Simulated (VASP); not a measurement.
Calculation: PBEsol GGA, VASP's PBE PAW potentials (set 64) (plane waves; VASP).

Input for VASP

File KPOINTS:
```
Automatic mesh
0
Gamma
10 10 10
0 0 0
```

**POSCAR**
```
AlN
1
   -0.0000000000     2.1887657021     2.1887657021
    2.1887657021     0.0000000000     2.1887657021
    2.1887657021     2.1887657021    -0.0000000000
Al N
1 1
Direct
  0.0000000000   0.0000000000   0.0000000000
  0.2500000000   0.2500000000   0.2500000000
```

### INCAR
```
! general
SYSTEM=AlN
PREC  =Accurate
ENCUT =620
LREAL =.FALSE.
LASPH =.TRUE.

! electronic loop
EDIFF =1E-6
NELM  =100
ALGO  =Normal

! smearing
ISMEAR=0
SIGMA =0.05

! functional
GGA   =PS

! ions
IBRION=2
NSW   =40
ISIF  =3
EDIFFG=-0.02

! output
LWAVE =.FALSE.
LCHARG=.FALSE.
```

POTCAR, in this order: Al N (PBE.64 set). Program: vasp_std.

Output

**OSZICAR**
```
       N       E                     dE             d eps       ncg     rms          rms(c)
DAV:   1     0.157255978037E+02    0.15726E+02   -0.46217E+03   760   0.982E+02
DAV:   2    -0.171144209852E+02   -0.32840E+02   -0.31601E+02  1048   0.170E+02
DAV:   3    -0.178313556238E+02   -0.71693E+00   -0.71693E+00   840   0.311E+01
DAV:   4    -0.178340636766E+02   -0.27081E-02   -0.27081E-02  1176   0.187E+00
DAV:   5    -0.178340654937E+02   -0.18171E-05   -0.18171E-05   856   0.429E-02    0.824E+00
DAV:   6    -0.156597984825E+02    0.21743E+01   -0.12371E+01   888   0.237E+01    0.292E+00
DAV:   7    -0.156315479619E+02    0.28251E-01   -0.94327E-02   800   0.316E+00    0.193E+00
DAV:   8    -0.156139978121E+02    0.17550E-01   -0.19449E-02   872   0.197E+00    0.388E-01
DAV:   9    -0.156137466446E+02    0.25117E-03   -0.70059E-04  1064   0.228E-01    0.201E-01
DAV:  10    -0.156137938606E+02   -0.47216E-04   -0.12705E-04   864   0.989E-02    0.508E-02
DAV:  11    -0.156137918890E+02    0.19716E-05   -0.41041E-06   896   0.190E-02    0.104E-02
DAV:  12    -0.156137920038E+02   -0.11478E-06   -0.22520E-07   456   0.551E-03
   1 F= -.15613792E+02 E0= -.15613792E+02  d E =-.156138E+02
```

File OUTCAR:
```
------------------------ aborting loop because EDIFF is reached ----------------------------------------
  FORCE on cell =-STRESS in cart. coord.  units (eV):
  Direction    XX          YY          ZZ          XY          YZ          ZX
  --------------------------------------------------------------------------------------
  Total       -0.0208822     -0.0208822     -0.0208822      0.0000000      0.0000000      0.0000000
  in kB       -1.5953578     -1.5953578     -1.5953578      0.0000000      0.0000000      0.0000000
  external PRESSURE =      -1.5953578 kB  Pullay stress =       0.0000000 kB
  volume of cell :       20.97
      direct lattice vectors                 reciprocal lattice vectors
     0.000000000  2.188765702  2.188765702    -0.228439252  0.228439252  0.228439252
     2.188765702  0.000000000  2.188765702     0.228439252 -0.228439252  0.228439252
     2.188765702  2.188765702  0.000000000     0.228439252  0.228439252 -0.228439252
  FREE ENERGIE OF THE ION-ELECTRON SYSTEM (eV)
  ---------------------------------------------------
  free  energy   TOTEN  =       -15.6137920038 eV

  energy  without entropy=      -15.6137920038  energy(sigma->0) =      -15.61379200

 reached required accuracy - stopping structural energy minimisation
```
(Selected blocks of OUTCAR.)

The compound is AlN in the zinc blende structure, a metastable form; wurtzite is the usual one. It was relaxed first.
